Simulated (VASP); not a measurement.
VASP runs on Rh (space group Fm-3m) share one base input (PBE GGA, plane waves, VASP's PBE PAW potentials (set 64)) and change the settings named in each case.

**INCAR**
```
SYSTEM=Rh
PREC=Accurate; ENCUT=300; LREAL=.FALSE.
LASPH=.TRUE.
EDIFF=1E-6; NELM=100; ALGO=Normal
LMAXMIX=4
ISMEAR=0; SIGMA=0.2
GGA=PE
ISIF=2
LWAVE=.FALSE.; LCHARG=.FALSE.
```

### KPOINTS
```
Automatic mesh
0
Gamma
15 15 15
0 0 0
```

POSCAR:
```
Rh
1
    0.0000000000     1.9000000000     1.9000000000
    1.9000000000     0.0000000000     1.9000000000
    1.9000000000     1.9000000000     0.0000000000
Rh
1
Direct
  0.0000000000   0.0000000000   0.0000000000
```

POTCAR, in this order: Rh_pv (PBE.64 set). Program: vasp_std.

```csv
change,E(σ→0) (eV/atom),pressure (GPa),−TS (eV)
base run,-7.2582,6.17,-0.0258
GGA = PS,-8.1485,-4.89,-0.0254
"GGA_COMPAT = .FALSE., LNONCOLLINEAR = .TRUE., LSORBIT = .TRUE., MAGMOM = 0.0 0.0 0.0, program vasp_ncl",-7.4132,6.51,-0.0254
KPOINTS 6×6×6 Γ-centred mesh,-7.1744,7.72,-0.0354
```
 Energies of different potentials or functionals have different zeros.  At 300 eV the pressure can carry a Pulay error.

Left out are runs that ran out of time, are held back, or changed the cell or the kind of run, fixed moments of cells without a moment, rows past the twelfth, gaps on odd meshes, pressures of charged cells and columns that move by less than the noise.

The structure is a typed Rh crystal (Fm-3m). The cell was not relaxed at this level.
